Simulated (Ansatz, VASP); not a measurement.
## One calculation of K3Si4, two programs

```
CELL_PARAMETERS angstrom
6.13287 0.00000 0.00000
0.00000 6.13287 0.00000
0.00000 0.00000 6.13287
ATOMIC_POSITIONS crystal
K 0.50000 0.00000 0.00000
K 0.00000 0.50000 0.00000
K 0.00000 0.00000 0.50000
Si 0.00000 0.50000 0.50000
Si 0.50000 0.00000 0.50000
Si 0.50000 0.50000 0.00000
Si 0.50000 0.50000 0.50000
```

Alike in both runs: functional PBE; k mesh 4 × 4 × 4; occupations gaussian, width 0.1 eV; no spin polarisation.

Ansatz relaxed the structure, and its values are those at the end. VASP's run is a single point on that final structure, the one shown.

|  | VASP | Ansatz |
| --- | --- | --- |
| version | VASP 6.6.1 | Ansatz 0.2.0 |
| potentials or method | VASP PAW PBE potentials, release 64 (K_sv, Si) | scalar-relativistic, plane waves, PAW |
| plane-wave cutoff (eV) | 520 | 420 |
| valence electrons in the cell | 43 | 43 |

|  | VASP | Ansatz | Ansatz less VASP |
| --- | --- | --- | --- |
| gap on the k mesh at the Fermi level (eV) | none | none | - |
| pressure (GPa) | 0.2 | 0.1 | -0.04 |

A gap of «none» marks a metal or a gap that the smearing closes.
